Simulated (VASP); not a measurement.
Data:

```yaml
crystal:
  lattice:
    - [0.00000, 2.01362, 2.01362]
    - [2.01362, 0.00000, 2.01362]
    - [2.01362, 2.01362, 0.00000]
  atoms:
    - { symbol: Li, position: [0.00000, 0.00000, 0.00000] }
    - { symbol: F, position: [0.50000, 0.50000, 0.50000] }
```

The numbers are results of optB86b-vdW, VASP's PBE PAW potentials (set 64) (plane waves; VASP), not measurements. Numerical set-up: 520 eV cut-off, Gaussian smearing of 0.050 eV, potentials Li_sv F.

Problem. Predict the band gap (along the path) with the smallest direct gap where there is one.

Solution. 
```
Property                                Value
------------------------------------  -------
band gap (along the path)             9.21 eV
smallest direct gap (along the path)  9.21 eV
```

The absolute energy has meaning only against runs of the same code, potentials and settings.

The compound is LiF in the rock salt structure. It was relaxed first.
